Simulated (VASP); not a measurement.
Set up this calculation in VASP 6.6.1, as the native input.

```
Task                   : single point
Functional             : PBEsol
Potentials or basis    : VASP PAW PBE potentials, release 64 (Cu, S)
Cutoff                 : 520 eV
k mesh                 : 4 × 4 × 4
Occupations            : fermi-dirac, width 0.1 eV
Spin                   : no spin polarisation
Dipole correction      : no
Further INCAR settings : ALGO = Fast; EDIFF = 1e-06; NBANDS = 40
```

The structure of Cu4S3 (a cell with a defect) lies in POSCAR:

```
Cu4S3
1.0
    0.0000000000      5.1600602200      5.1600602200
    5.1600602200      0.0000000000      5.1600602200
    2.5800301100      2.5800301100      0.0000000000
Cu S
4 3
Direct
    0.1249999947      0.1249999947      0.2499999893
    0.1249999947      0.6249999734      0.2499999893
    0.6249999734      0.1249999947      0.2499999893
    0.6249999734      0.6249999734      0.2499999893
   -0.0460796948      0.1846435815     -0.1384305550
    0.4999999787      0.0000000000      0.0000000000
    0.4999999787      0.4999999787      0.0000000000
```

These files were run (other wordings do the same):

INCAR

```
SYSTEM = Cu4S3
PREC     = Accurate       ! precision mode
ENCUT    = 520            ! plane-wave cutoff, eV
EDIFF    = 1E-6           ! SCF threshold, eV
ISMEAR   = -1             ! smearing method
SIGMA    = 0.1            ! smearing width, eV
LREAL    = .FALSE.        ! projectors in reciprocal space
LASPH    = .TRUE.         ! aspherical terms in the spheres
NELM     = 100            ! most SCF steps
ALGO     = Fast           ! electronic algorithm
ISIF     = 2              ! what is computed and relaxed
LWAVE    = .FALSE.        ! write WAVECAR
LCHARG   = .FALSE.        ! write CHGCAR
GGA      = PS             ! functional
NBANDS   = 40             ! bands
```

KPOINTS

```
Automatic mesh
0
G
  4 4 4
  0 0 0
```

Potentials or basis: VASP PAW PBE potentials, release 64 (Cu, S).

Command:

```sh
$ cat potpaw_PBE.64/Cu/POTCAR potpaw_PBE.64/S/POTCAR > POTCAR
$ mpirun -np 1 vasp_std > vasp.out
```

It gave:

The pressure is -2.1 GPa, the largest force is 1.011 eV/Å and the band gap on the k mesh is none (metal or under the smearing width).

Caveat: the k mesh is coarse (spacing up to 0.53 Å⁻¹), so the values aren't converged; the PAW data sets were made with another functional, which shifts forces and pressure a little; the run has no spin polarisation, though such a crystal can be magnetic.

It took 5.2 min on 1 thread of Intel(R) Xeon(R) Platinum 8559C (Emerald Rapids), with other jobs on the host, peak memory 0.34 GiB.
